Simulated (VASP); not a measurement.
Runs of VASP 6.6.1 on HPbNO4. The structure is orthorhombic, space group Pmmn (No. 59). The conventional cell has a = 4.925 Å, b = 5.597 Å, c = 7.243 Å, α = 90.00°, β = 90.00°, γ = 90.00°. H (site symmetry mm2) has 1 O at 0.97 Å as nearest neighbours. Around Pb (site symmetry mm2) lie 6 O at 2.55 to 2.80 Å. N (site symmetry mm2) has 3 O at 1.22 to 1.29 Å as nearest neighbours. O (site symmetry mm2) has 1 H at 0.97 Å as nearest neighbours. O (site symmetry m) is surrounded by 1 N at 1.29 Å. O (site symmetry mm2) has 1 N at 1.22 Å as nearest neighbours. The cell was built by a generator and needn't be a form met in nature.

```csv
task,level,cell,cutoff (eV),gap on the mesh (eV),pressure (GPa),relaxed volume (Å³/atom),largest force (eV/Å)
relaxation of cell and atoms,RPBE,relaxed,600,2.84,0.0,(b),0.02
relaxation of cell and atoms,BLYP,relaxed,600,2.80,0.0,14.81,0.01
single point,PBE,as given,520,2.85,0.7,-,0.57
relaxation of cell and atoms,revPBE,relaxed,600,2.85,0.0,(a),0.01
```

Alike in all rows: potentials or basis VASP PAW PBE potentials, release 64 (H, Pb_d, N, O); no spin polarisation; k mesh 6 × 5 × 4; smearing fermi-dirac 0.05 eV.

Task: Fill in the values left out.

Result: (a) 15.29; (b) 15.55.

Caveats: the standard files for N, O and F lose accuracy on very short bonds; spin-orbit coupling is left out, which as a rule narrows the gap of such compounds by several tenths of an eV; an odd mesh through Γ misses points on the zone boundary, where band edges often lie; the PAW data sets were made with another functional, which shifts forces and pressure a little (some runs).

A k mesh can miss the band edges, and the runs leave out spin-orbit coupling on Pb.

Not every run made on this cell is shown here.
